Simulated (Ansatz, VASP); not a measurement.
# Cross-check of ZnO (ZnO (P6_3mc)) between VASP and Ansatz, part 2 of 2

Aim: how closely do two programs agree when they are given the same cell, functional and k mesh? Of the first pair: The cell is taken from a series of runs on this material, whose earlier steps may have relaxed, scaled, displaced or heated it; both programs get it as it stands.

VASP 6.6.1 and Ansatz 0.2.0.

So far. Step 3 (VASP: single point, r2SCAN, pair 1): The run ends at a pressure of 0.80 GPa, with forces up to 0.0076 eV/Å.

**5. VASP: single point, r2SCAN, pair 2**

Level of this step: r2SCAN; plane waves and PAW (Zn, O) (VASP).

With cell and atoms fixed, the geometry can't cause a difference; cores, projectors, grids and the points listed under the comparison can.

Input file INCAR:

```
SYSTEM = ZnO
PREC = Accurate
ENCUT = 580
EDIFF = 1E-06
NELM = 120
ISMEAR = -1
SIGMA = 0.01
LREAL = .FALSE.
ALGO = Normal
METAGGA = R2SCAN
LASPH = .TRUE.
NBANDS = 24
LORBIT = 11
LWAVE = .FALSE.
LCHARG = .FALSE.
ISIF = 2
GGA_COMPAT = .FALSE.
EFERMI = MIDGAP
LMIXTAU = .TRUE.
KPAR = 8
```

Input file POSCAR:

```
ZnO
1.0
    3.2348953597      0.0000000000      0.0000000000
   -1.6174476799      2.8015015601      0.0000000000
    0.0000000000      0.0000000000      5.2122082498
Zn O
2 2
Direct
    0.6666666666      0.3333333332      0.5004175113
    0.3333333332      0.6666666666      0.0004175113
    0.6666666666      0.3333333332      0.8798924887
    0.3333333332      0.6666666666      0.3798924887
```

Input file KPOINTS:

```
Automatic mesh
0
Gamma
10 10 6
0 0 0
```

Potentials, in the order of the species: Zn and O (PBE family, release 64).

Started as:

```bash
mpirun -np 8 vasp_std
```

What it wrote:

```text
[banner, memory and clock lines left out]
running    8 mpi-ranks, on    1 nodes
[...]
[... a notice as in an earlier step ...]

 [... a notice as in an earlier step ...]

 LDA part: xc-table for (None), standard interpolation
 POSCAR, INCAR and KPOINTS ok, starting setup
[...]
entering main loop
       N       E                     dE             d eps       ncg     rms          rms(c)
DAV:   1     0.275861147483E+03    0.27586E+03   -0.20405E+04  2744   0.242E+03
DAV:   2    -0.171780493090E+02   -0.29304E+03   -0.27872E+03  2920   0.456E+02
DAV:   3    -0.461356260908E+02   -0.28958E+02   -0.28742E+02  3128   0.148E+02
DAV:   4    -0.465898541357E+02   -0.45423E+00   -0.45399E+00  3000   0.194E+01
[...]
DAV:  24    -0.363200236747E+02   -0.11496E-04   -0.69175E-06  2784   0.589E-02    0.106E-02
DAV:  25    -0.363200291866E+02   -0.55119E-05   -0.48364E-06  2720   0.207E-02    0.347E-03
DAV:  26    -0.363200292574E+02   -0.70817E-07   -0.28934E-07  1832   0.103E-02
   1 F= -.36320029E+02 E0= -.36320029E+02  d E =0.000000E+00
```

From OUTCAR (step 5):

```text
  Total        0.1867847      0.1867847      0.1832677     -0.0000000      0.0000000      0.0000000
  in kB        6.3354718      6.3354718      6.2161792     -0.0000000      0.0000000      0.0000000
  external PRESSURE =       6.2957076 kB  Pullay stress =       0.0000000 kB

 POSITION                                       TOTAL-FORCE (eV/Angst)
 -----------------------------------------------------------------------------------
      1.61745      0.93383      2.60828         0.000000      0.000000      0.007491
     -0.00000      1.86767      0.00218         0.000000      0.000000      0.007491
      1.61745      0.93383      4.58618        -0.000000      0.000000     -0.007491
     -0.00000      1.86767      1.98008         0.000000     -0.000000     -0.007491
 -----------------------------------------------------------------------------------
    total drift:                                0.000000      0.000001      0.058502

  FREE ENERGIE OF THE ION-ELECTRON SYSTEM (eV)
  ---------------------------------------------------
  free  energy   TOTEN  =       -36.3200292574 eV

  energy  without entropy=      -36.3200292574  energy(sigma->0) =      -36.32002926

[... 1 part as in an earlier step ...]

[... 2 further parts left out ...]
[key lines of the parts left out:]
E-fermi :   1.5353
```

The run ends at a pressure of 0.63 GPa, with forces up to 0.0075 eV/Å.

**6. Ansatz: single point, r2SCAN, pair 2**

The same cell, functional, mesh and smearing now go to Ansatz.

The cell is taken from a series of runs on this material, whose earlier steps may have relaxed, scaled, displaced or heated it; both programs get it as it stands.

Input file input.yaml:

```yaml
crystal:
  lattice:
    - [3.2348953597, 0.0, 0.0]
    - [-1.6174476799, 2.8015015601, 0.0]
    - [0.0, 0.0, 5.2122082498]
  atoms:
    - { symbol: Zn, position: [0.6666666667, 0.3333333333, 0.5004175113] }
    - { symbol: Zn, position: [0.3333333333, 0.6666666667, 0.0004175113] }
    - { symbol: O, position: [0.6666666667, 0.3333333333, 0.8798924887] }
    - { symbol: O, position: [0.3333333333, 0.6666666667, 0.3798924887] }
basis:
  ecutwfc: 500
  xc_grid: 2
hamiltonian:
  xc: r2scan
  pseudopotentials: { kind: paw, azcp: { folder: soft_1 } }
kpoints:
  mp_grid: { grid: [10, 10, 6] }
scf:
  occupations: { method: fermi_dirac, width: 0.01 }
  max_iter: 80
```

Started as:

```bash
ansatz run input.yaml --threads 32 --pin off --max-ram 56524MiB --backend cuda --events-out ev --progress --plain --runs-dir out --max-vram 78GiB
```

What it wrote:

```text
[...]
Crystal: 4 atoms, lattice volume = 47.236 Å³
Basis set: ecut = 500 eV, 1165 PW (Γ), exchange–correlation on 48×48×80 points (8 copies of the dense FFT grid, shifted against one another)
Bands: 22, of which v1, the nominal top of the filled ones, is band 18 counted from 1 (17 counted from 0)
[...]
SCF iter   9: F=-7789.864841 eV  HF=-7789.864841 eV  |F-HF|=4.15e-9  |Δ(HF+E_count)|=   2.05e-7  Δρ=6.57e-6  dr2=1.73e-8  dr2_τ=8.48e-10  ethr=2.78e-10  ⟨swp⟩=3.0  Hψ=3317  notcnv=0
SCF 1 converged in 9 iterations: F = -7789.864841 eV  dr2 = 1.73e-8
[...]
SCF converged after 9 iterations
Free energy (F): -7789.864841 eV
[...]
Fermi energy:    7.539017 eV
[...]
```

**7. Side by side**

The two programs side by side:

```tsv
quantity	Ansatz	VASP	difference
gap on the k mesh (eV)	1.235	1.234	+0.001
```

A gap on the mesh is an upper bound, since the band edges may lie between its points.

**8. Ansatz: relaxation, r2SCAN**

This run makes the geometry at which the two programs are then compared. This pair takes another cell of the material, with 72 atoms against 4 for the pair before.

The structure compared here is the end of the Ansatz relaxation.

Input file input.yaml:

```yaml
crystal:
  lattice:
    - [9.7046860791, 0.0, 0.0]
    - [-4.8523430396, 8.4045046803, 0.0]
    - [0.0, 0.0, 10.4244164997]
  atoms:
    - { symbol: Zn, position: [0.2222222222, 0.1111111111, 0.2502087556] }
    - { symbol: Zn, position: [0.1111111111, 0.2222222222, 0.0002087556] }
    - { symbol: O, position: [0.2222222222, 0.1111111111, 0.4399462444] }
    - { symbol: O, position: [0.1111111111, 0.2222222222, 0.1899462443] }
    - { symbol: Zn, position: [0.2222222222, 0.1111111111, 0.7502087556] }
    - { symbol: Zn, position: [0.1111111111, 0.2222222222, 0.5002087556] }
    - { symbol: O, position: [0.2222222222, 0.1111111111, 0.9399462444] }
    - { symbol: O, position: [0.1111111111, 0.2222222222, 0.6899462444] }
    - { symbol: Zn, position: [0.2222222222, 0.4444444444, 0.2502087556] }
    - { symbol: Zn, position: [0.1111111111, 0.5555555556, 0.0002087556] }
    - { symbol: O, position: [0.2222222222, 0.4444444444, 0.4399462444] }
    - { symbol: O, position: [0.1111111111, 0.5555555556, 0.1899462443] }
    - { symbol: Zn, position: [0.2222222222, 0.4444444444, 0.7502087556] }
    - { symbol: Zn, position: [0.1111111111, 0.5555555556, 0.5002087556] }
    - { symbol: O, position: [0.2222222222, 0.4444444444, 0.9399462444] }
    - { symbol: O, position: [0.1111111111, 0.5555555556, 0.6899462444] }
    - { symbol: Zn, position: [0.2222222222, 0.7777777778, 0.2502087556] }
    - { symbol: Zn, position: [0.1111111111, 0.8888888889, 0.0002087556] }
    - { symbol: O, position: [0.2222222222, 0.7777777778, 0.4399462444] }
    - { symbol: O, position: [0.1111111111, 0.8888888889, 0.1899462443] }
    - { symbol: Zn, position: [0.2222222222, 0.7777777778, 0.7502087556] }
    - { symbol: Zn, position: [0.1111111111, 0.8888888889, 0.5002087556] }
    - { symbol: O, position: [0.2222222222, 0.7777777778, 0.9399462444] }
    - { symbol: O, position: [0.1111111111, 0.8888888889, 0.6899462444] }
    - { symbol: Zn, position: [0.5555555556, 0.1111111111, 0.2502087556] }
    - { symbol: Zn, position: [0.4444444444, 0.2222222222, 0.0002087556] }
    - { symbol: O, position: [0.5555555556, 0.1111111111, 0.4399462444] }
    - { symbol: O, position: [0.4444444444, 0.2222222222, 0.1899462443] }
    - { symbol: Zn, position: [0.5555555556, 0.1111111111, 0.7502087556] }
    - { symbol: Zn, position: [0.4444444444, 0.2222222222, 0.5002087556] }
    - { symbol: O, position: [0.5555555556, 0.1111111111, 0.9399462444] }
    - { symbol: O, position: [0.4444444444, 0.2222222222, 0.6899462444] }
    - { symbol: Zn, position: [0.5555555556, 0.4444444444, 0.2502087556] }
    - { symbol: Zn, position: [0.4444444444, 0.5555555556, 0.0002087556] }
    - { symbol: O, position: [0.5555555556, 0.4444444444, 0.4399462444] }
    - { symbol: O, position: [0.4444444444, 0.5555555556, 0.1899462443] }
    - { symbol: Zn, position: [0.5555555556, 0.4444444444, 0.7502087556] }
    - { symbol: Zn, position: [0.4444444444, 0.5555555556, 0.5002087556] }
    - { symbol: O, position: [0.5555555556, 0.4444444444, 0.9399462444] }
    - { symbol: O, position: [0.4444444444, 0.5555555556, 0.6899462444] }
    - { symbol: Zn, position: [0.5555555556, 0.7777777778, 0.2502087556] }
    - { symbol: Zn, position: [0.4444444444, 0.8888888889, 0.0002087556] }
    - { symbol: O, position: [0.5555555556, 0.7777777778, 0.4399462444] }
    - { symbol: O, position: [0.4444444444, 0.8888888889, 0.1899462443] }
    - { symbol: Zn, position: [0.5555555556, 0.7777777778, 0.7502087556] }
    - { symbol: Zn, position: [0.4444444444, 0.8888888889, 0.5002087556] }
    - { symbol: O, position: [0.5555555556, 0.7777777778, 0.9399462444] }
    - { symbol: O, position: [0.4444444444, 0.8888888889, 0.6899462444] }
    - { symbol: Zn, position: [0.8888888889, 0.1111111111, 0.2502087556] }
    - { symbol: Zn, position: [0.7777777778, 0.2222222222, 0.0002087556] }
    - { symbol: O, position: [0.8888888889, 0.1111111111, 0.4399462444] }
    - { symbol: O, position: [0.7777777778, 0.2222222222, 0.1899462443] }
    - { symbol: Zn, position: [0.8888888889, 0.1111111111, 0.7502087556] }
    - { symbol: Zn, position: [0.7777777778, 0.2222222222, 0.5002087556] }
    - { symbol: O, position: [0.8888888889, 0.1111111111, 0.9399462444] }
    - { symbol: O, position: [0.7777777778, 0.2222222222, 0.6899462444] }
    - { symbol: Zn, position: [0.8888888889, 0.4444444444, 0.2502087556] }
    - { symbol: Zn, position: [0.7777777778, 0.5555555556, 0.0002087556] }
    - { symbol: O, position: [0.8888888889, 0.4444444444, 0.4399462444] }
    - { symbol: O, position: [0.7777777778, 0.5555555556, 0.1899462443] }
    - { symbol: Zn, position: [0.8888888889, 0.4444444444, 0.7502087556] }
    - { symbol: Zn, position: [0.7777777778, 0.5555555556, 0.5002087556] }
    - { symbol: O, position: [0.8888888889, 0.4444444444, 0.9399462444] }
    - { symbol: O, position: [0.7777777778, 0.5555555556, 0.6899462444] }
    - { symbol: Zn, position: [0.8888888889, 0.7777777778, 0.2502087556] }
    - { symbol: Zn, position: [0.7777777778, 0.8888888889, 0.0002087556] }
    - { symbol: O, position: [0.8888888889, 0.7777777778, 0.4399462444] }
    - { symbol: O, position: [0.7777777778, 0.8888888889, 0.1899462443] }
    - { symbol: Zn, position: [0.8888888889, 0.7777777778, 0.7502087556] }
    - { symbol: Zn, position: [0.7777777778, 0.8888888889, 0.5002087556] }
    - { symbol: O, position: [0.8888888889, 0.7777777778, 0.9399462444] }
    - { symbol: O, position: [0.7777777778, 0.8888888889, 0.6899462444] }
basis:
  ecutwfc: 500
  xc_grid: 2
hamiltonian:
  xc: r2scan
  pseudopotentials: { kind: paw, azcp: { folder: soft_1 } }
kpoints:
  mp_grid: { grid: [1, 1, 1], shift: [0.25, 0.25, 0.25] }
scf:
  occupations: { method: fermi_dirac, width: 0.01 }
  max_iter: 80
output:
  forces: true
relax:
  f_tol: 0.01
  max_steps: 60
  escape_saddle: false
checkpoint:
  write: "../pristine.symmetric.run"
  compress: false
  write_wavefunctions: false
  write_every: 100000
```

What it wrote:

```text
[...]
Crystal: 72 atoms, lattice volume = 850.248 Å³
Basis set: ecut = 500 eV, 21561 PW (Γ), exchange–correlation on 144×144×160 points (8 copies of the dense FFT grid, shifted against one another)
Bands: 396, of which v1, the nominal top of the filled ones, is band 324 counted from 1 (323 counted from 0)
[...]
k-points: 1
[...]
relax step   1: F+E_penalty+E_count = -140218.12621886 eV  Δ(F+E_penalty+E_count) = +0.000e0 eV  max|allowed force component| = 1.065e-2 eV/Å  Δτ_max = 0.0000 Å  (9 SCF iters, dr2 threshold 2.50e-6 eV [...]
[...]
relax step   2: F+E_penalty+E_count = -140218.12661450 eV  Δ(F+E_penalty+E_count) = -3.956e-4 eV  max|allowed force component| = 8.634e-3 eV/Å  Δτ_max = 0.0011 Å  (5 SCF iters, accepted)
[...]
SCF 3 converged in 2 iterations: F = -140218.126615 eV  dr2 = 3.28e-8
[...]
SCF converged after 2 iterations
[...]
```

**9. VASP: single point, r2SCAN, pair 3**

The same cell, functional, mesh and smearing now go to VASP, with its own data sets.

Input file INCAR:

```
SYSTEM = ZnO
PREC = Accurate
ENCUT = 580
EDIFF = 1E-06
NELM = 120
ISMEAR = -1
SIGMA = 0.01
LREAL = Auto
ALGO = Normal
METAGGA = R2SCAN
LASPH = .TRUE.
NBANDS = 376
LORBIT = 11
LWAVE = .FALSE.
LCHARG = .FALSE.
ISIF = 2
ISYM = 2
GGA_COMPAT = .FALSE.
EFERMI = MIDGAP
LMIXTAU = .TRUE.
NCORE = 2
```

Input file POSCAR:

```
ZnO
1.0
    9.7046860791      0.0000000000      0.0000000000
   -4.8523430396      8.4045046803      0.0000000000
    0.0000000000      0.0000000000     10.4244164997
Zn O
36 36
Direct
    0.2222866667      0.1110466667      0.2501910000
    0.1110466667      0.2222866667      0.0001910000
    0.2222866667      0.1110466667      0.7501910000
    0.1110466667      0.2222866667      0.5001910000
    0.2222866667      0.4443800000      0.2501910000
    0.1110466667      0.5556200000      0.0001910000
    0.2222866667      0.4443800000      0.7501910000
    0.1110466667      0.5556200000      0.5001910000
    0.2222866667      0.7777133333      0.2501910000
    0.1110466667      0.8889533333      0.0001910000
    0.2222866667      0.7777133333      0.7501910000
    0.1110466667      0.8889533333      0.5001910000
    0.5556200000      0.1110466667      0.2501910000
    0.4443800000      0.2222866667      0.0001910000
    0.5556200000      0.1110466667      0.7501910000
    0.4443800000      0.2222866667      0.5001910000
    0.5556200000      0.4443800000      0.2501910000
    0.4443800000      0.5556200000      0.0001910000
    0.5556200000      0.4443800000      0.7501910000
    0.4443800000      0.5556200000      0.5001910000
    0.5556200000      0.7777133333      0.2501910000
    0.4443800000      0.8889533333      0.0001910000
    0.5556200000      0.7777133333      0.7501910000
    0.4443800000      0.8889533333      0.5001910000
    0.8889533333      0.1110466667      0.2501910000
    0.7777133333      0.2222866667      0.0001910000
    0.8889533333      0.1110466667      0.7501910000
    0.7777133333      0.2222866667      0.5001910000
    0.8889533333      0.4443800000      0.2501910000
    0.7777133333      0.5556200000      0.0001910000
    0.8889533333      0.4443800000      0.7501910000
    0.7777133333      0.5556200000      0.5001910000
    0.8889533333      0.7777133333      0.2501910000
    0.7777133333      0.8889533333      0.0001910000
    0.8889533333      0.7777133333      0.7501910000
    0.7777133333      0.8889533333      0.5001910000
    0.2221683333      0.1111650000      0.4399600000
    0.1111650000      0.2221683333      0.1899600000
    0.2221683333      0.1111650000      0.9399600000
    0.1111650000      0.2221683333      0.6899600000
    0.2221683333      0.4444983333      0.4399600000
    0.1111650000      0.5555016667      0.1899600000
    0.2221683333      0.4444983333      0.9399600000
    0.1111650000      0.5555016667      0.6899600000
    0.2221683333      0.7778316667      0.4399600000
    0.1111650000      0.8888350000      0.1899600000
    0.2221683333      0.7778316667      0.9399600000
    0.1111650000      0.8888350000      0.6899600000
    0.5555016667      0.1111650000      0.4399600000
    0.4444983333      0.2221683333      0.1899600000
    0.5555016667      0.1111650000      0.9399600000
    0.4444983333      0.2221683333      0.6899600000
    0.5555016667      0.4444983333      0.4399600000
    0.4444983333      0.5555016667      0.1899600000
    0.5555016667      0.4444983333      0.9399600000
    0.4444983333      0.5555016667      0.6899600000
    0.5555016667      0.7778316667      0.4399600000
    0.4444983333      0.8888350000      0.1899600000
    0.5555016667      0.7778316667      0.9399600000
    0.4444983333      0.8888350000      0.6899600000
    0.8888350000      0.1111650000      0.4399600000
    0.7778316667      0.2221683333      0.1899600000
    0.8888350000      0.1111650000      0.9399600000
    0.7778316667      0.2221683333      0.6899600000
    0.8888350000      0.4444983333      0.4399600000
    0.7778316667      0.5555016667      0.1899600000
    0.8888350000      0.4444983333      0.9399600000
    0.7778316667      0.5555016667      0.6899600000
    0.8888350000      0.7778316667      0.4399600000
    0.7778316667      0.8888350000      0.1899600000
    0.8888350000      0.7778316667      0.9399600000
    0.7778316667      0.8888350000      0.6899600000
```

Input file KPOINTS:

```
Points of the shifted mesh
1
Reciprocal
 0.2500000000  0.2500000000  0.2500000000 1
```

Started as:

```bash
mpirun -np 8 vasp_std
```

What it wrote:

```text
[banner, memory and clock lines left out]
running    8 mpi-ranks, on    1 nodes
[...]
[... a notice as in an earlier step ...]

 LDA part: xc-table for (None), standard interpolation
 POSCAR, INCAR and KPOINTS ok, starting setup
[...]
entering main loop
       N       E                     dE             d eps       ncg     rms          rms(c)
DAV:   1     0.101393101505E+05    0.10139E+05   -0.29859E+05   752   0.278E+03
DAV:   2     0.190192639050E+04   -0.82374E+04   -0.79133E+04   752   0.783E+02
DAV:   3    -0.478567880691E+03   -0.23805E+04   -0.22533E+04   768   0.318E+02
DAV:   4    -0.825082730076E+03   -0.34651E+03   -0.34097E+03   824   0.127E+02
[...]
DAV:  31    -0.654349187409E+03   -0.26716E-05   -0.24381E-07   424   0.269E-03    0.120E-03
DAV:  32    -0.654349186302E+03    0.11077E-05   -0.75309E-08   424   0.963E-04    0.729E-04
DAV:  33    -0.654349185405E+03    0.89625E-06   -0.16109E-08   400   0.342E-04
   1 F= -.65434919E+03 E0= -.65434919E+03  d E =0.000000E+00
```

OUTCAR, selected parts (step 9):

```text
 POSITION                                       TOTAL-FORCE (eV/Angst)
 -----------------------------------------------------------------------------------
      1.61839      0.93329      2.60810         0.007669     -0.004428      0.000331
     -0.00094      1.86821      0.00199        -0.007669      0.004428      0.000331
      1.61839      0.93329      7.82030         0.007669     -0.004428      0.000331
     -0.00094      1.86821      5.21420        -0.007669      0.004428      0.000331
      0.00094      3.73479      2.60810         0.007669     -0.004428      0.000331
     -1.61839      4.66971      0.00199        -0.007669      0.004428      0.000331
      0.00094      3.73479      7.82030         0.007669     -0.004428      0.000331
     -1.61839      4.66971      5.21420        -0.007669      0.004428      0.000331
     -1.61651      6.53630      2.60810         0.007669     -0.004428      0.000331
     -3.23583      7.47121      0.00199        -0.007669      0.004428      0.000331
     -1.61651      6.53630      7.82030         0.007669     -0.004428      0.000331
     -3.23583      7.47121      5.21420        -0.007669      0.004428      0.000331
      4.85328      0.93329      2.60810         0.007669     -0.004428      0.000331
      3.23396      1.86821      0.00199        -0.007669      0.004428      0.000331
[...]
-----------------------------------------------------------------------------------
    total drift:                                0.000000     -0.000000      0.935371

  FREE ENERGIE OF THE ION-ELECTRON SYSTEM (eV)
  ---------------------------------------------------
  free  energy   TOTEN  =      -654.3491854053 eV

  energy  without entropy=     -654.3491854053  energy(sigma->0) =     -654.34918541
```

The run ends at a pressure of 0.69 GPa, with forces up to 0.0089 eV/Å.

**10. Side by side**

What differs besides the data sets and the points named for the pairs above, as far as they apply: the cutoff is 500 eV in Ansatz and 580 eV in VASP (PREC = Accurate, projectors in real space). Total energies have different zeros and are not compared.

Both answers:

```tsv
quantity	Ansatz	VASP	difference
gap on the k mesh (eV)	2.814	2.817	-0.003
```

At this near-relaxed geometry the largest component of a force difference is 9 meV/Å. A gap on the mesh is an upper bound, since the band edges may lie between its points.

**11. Summary of results**

```
difference in gap on the k mesh (single point, r2SCAN, pair 1) : -0.0022 eV
r.m.s. force difference (single point, r2SCAN, pair 1)         : 6.7 meV/Å
difference in gap on the k mesh (single point, r2SCAN, pair 2) : 5.5e-4 eV
difference in gap on the k mesh (single point, r2SCAN, pair 3) : -0.0032 eV
```

The r.m.s. force difference is 6.7 meV/Å (single point, r2SCAN, pair 1), within the 12 meV/Å picked in this series as the mark of a large difference. 1 further run of this series is not shown here. Such differences can come from data sets, numerical settings and the points named under the comparisons, not from the functional's error against experiment.

[Lines on the potential files, build, host, timing and source positions are cut from VASP's logs without a mark.]

[Logs are printed without paths, hosts, clocks, repeated set-up lines and the standing remarks that a program may print on its own settings, such as how far it seeks lower states.]

[Hosts, paths, dates, database ids (printed as entryN), source tags and the programs' standing remarks are cut or masked in the printed files.]
